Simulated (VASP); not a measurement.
A run of VASP 6.6.1 is set up as follows.

INCAR

```
PREC = Accurate
ENCUT = 520
EDIFF = 1E-7
ISMEAR = 0
SIGMA = 0.05
LREAL = F
LASPH = T
NELM = 60
ALGO = Normal
ISIF = 2
LWAVE = F
LCHARG = T
ISPIN = 2
MAGMOM = 1 0 0
LORBIT = 11
LMAXMIX = 4
LDAU = T
LDAUTYPE = 2
LDAUL = 2 -1
LDAUU = 6 0
LDAUJ = 0 0
LDAUPRINT = 1
GGA = PS
LELF = T
LVHAR = T
```

KPOINTS

```
Automatic mesh
0
Gamma
  5 5 5
```

POSCAR

```
RuBr2
1.0
    0.0000000000      3.1637246900      3.1637246900
    3.1637246900      0.0000000000      3.1637246900
    3.1637246900      3.1637246900      0.0000000000
Ru Br
1 2
Direct
    0.0000000000      0.0000000000      0.0000000000
    0.2500000000      0.2500000000      0.2500000000
    0.7500000000      0.7500000000      0.7500000000
```

Potentials or basis: VASP PAW PBE potentials, release 64 (Ru_pv, Br).

Command:

```bash
$ cat potpaw_PBE.64/Ru_pv/POTCAR potpaw_PBE.64/Br/POTCAR > POTCAR
$ mpirun -np 1 vasp_std > vasp.out
```

(1) What does it give for the pressure?

(2) Predict the net moment.

(3) Predict the site moments.

Answers

(1) 7.2 GPa.

(2) 2.00 μB per cell.

(3) Ru +2.19; Br -0.13 μB.

Caveat: the PAW data sets were made with another functional, which shifts forces and pressure a little.
